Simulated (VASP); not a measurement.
Crystal: SiF.

```xyz
2
Lattice="3.0286 0.0000 0.0000 0.0000 3.0286 0.0000 0.0000 0.0000 3.0286" Properties=species:S:1:pos:R:3 pbc="T T T"
Si    1.5143    1.5143    1.5143
F     0.0000    0.0000    0.0000
```

The cell was built by a generator and needn't be a form met in nature.

- Program: VASP 6.6.1
- Task: single point
- Functional: PBE
- Potentials or basis: VASP PAW PBE potentials, release 64 (Si, F)
- Cutoff: 520 eV
- k mesh: 9 × 9 × 9
- Occupations: fermi-dirac, width 0.05 eV
- Spin: no spin polarisation

On this cell: pressure 0.0 GPa; largest force zero by symmetry; band gap on the k mesh none (metal or under the smearing width).

The same run follows on a disturbed copy (atoms moved at random, drawn with an rms of 0.05 Å):

```
Si F
1.0
     3.02860    0.00000    0.00000
     0.00000    3.02860    0.00000
     0.00000    0.00000    3.02860
Si F
1 1
Direct
  0.49055 0.49260 0.48363
  0.00787 0.98963 0.00204
```

Task: What does the disturbed cell give?

Result: The energy (extrapolated to zero smearing) moves by -1.0 meV/atom; pressure 0.0 GPa; largest force 0.054 eV/Å; band gap on the k mesh none (metal or under the smearing width).

Forces on the atoms (eV/Å):
```
Si  -0.036  0.006 -0.039
F    0.036 -0.006  0.039
```

Stress tensor (GPa, compression positive):
```
-0.03  0.03 -0.15
 0.03  0.15  0.03
-0.15  0.03 -0.05
```

Caveats: an odd number of electrons without spin polarisation forces a metal; a magnetic or distorted state may lie lower.
